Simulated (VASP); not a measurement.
Given:

```xyz
4
Lattice="2.4180 -4.1881 0.0000 2.4180 4.1881 0.0000 0.0000 0.0000 7.9159" Properties=species:S:1:pos:R:3 pbc="T T T"
Ag     2.4180    -1.3960     3.9593
Ag     2.4180     1.3960     0.0014
I      2.4180    -1.3960     6.9251
I      2.4180     1.3960     2.9671
```

These are vdW-DF2, VASP's PBE PAW potentials (set 64) (plane waves; VASP 6.6.1) values and carry that method's errors. Run with 520 eV cut-off, 6×6×3 Γ-centred mesh, tetrahedra with Blöchl corrections, potentials Ag I.

The cores are frozen, which limits the accuracy of field gradients.

Q: Give the principal components of the electric field gradient (V/Å²) and the asymmetry η at each nucleus.

A: 
| atom | Vxx | Vyy | Vzz | η |
|---|---|---|---|---|
| Ag1 | -0.1 | -0.1 | 0.2 | - |
| Ag2 | -0.1 | -0.1 | 0.2 | - |
| I3 | -1.6 | -1.6 | 3.2 | 0.00 |
| I4 | -1.6 | -1.6 | 3.2 | 0.00 |

The compound is AgI in the wurtzite structure. It was relaxed first, which changed the volume by +17 %.
